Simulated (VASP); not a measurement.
The cell holds one BeTe (zinc blende) (110) slab, with vacuum along c, ions free to move until forces fall under 0.03 eV/Å, no reconstruction beyond this cell, dipole correction on. Ionisation potential and electron affinity count from the cell's own band edges, surface states included.

```yaml
crystal:
  lattice:
    - [5.61262, 0.00000, 0.00000]
    - [0.00000, 3.96872, 0.00000]
    - [0.00000, 0.00000, 26.85984]
  atoms:
    - { symbol: Be, position: [0.94278, 0.00000, 0.66707] }
    - { symbol: Be, position: [0.51750, 0.50000, 0.61407] }
    - { symbol: Be, position: [0.01511, 0.00000, 0.53601] }
    - { symbol: Be, position: [0.51511, 0.50000, 0.46399] }
    - { symbol: Be, position: [0.01750, 0.00000, 0.38593] }
    - { symbol: Be, position: [0.44278, 0.50000, 0.33293] }
    - { symbol: Te, position: [0.26665, 0.00000, 0.61049] }
    - { symbol: Te, position: [0.74472, 0.50000, 0.69166] }
    - { symbol: Te, position: [0.26325, 0.00000, 0.46178] }
    - { symbol: Te, position: [0.76325, 0.50000, 0.53822] }
    - { symbol: Te, position: [0.24472, 0.00000, 0.30834] }
    - { symbol: Te, position: [0.76665, 0.50000, 0.38951] }
```

Computed with PBEsol GGA, VASP's PBE PAW potentials (set 64) (plane waves; VASP). Run with 400 eV cut-off, 4×5×1 Γ-centred mesh, Gaussian smearing of 0.050 eV, potentials Be Te.

Slab and bulk use different k-meshes, so the surface energy is good to a few per cent at best.

Task: Predict its surface energy, ionisation potential, electron affinity.

Result: 
| Property | Value |
|---|---|
| surface energy | 0.53 J/m² |
| ionisation potential | 5.24 eV |
| electron affinity | 3.61 eV |

The cell is a thin slab with vacuum, built from BeTe (zinc blende): (110) face.
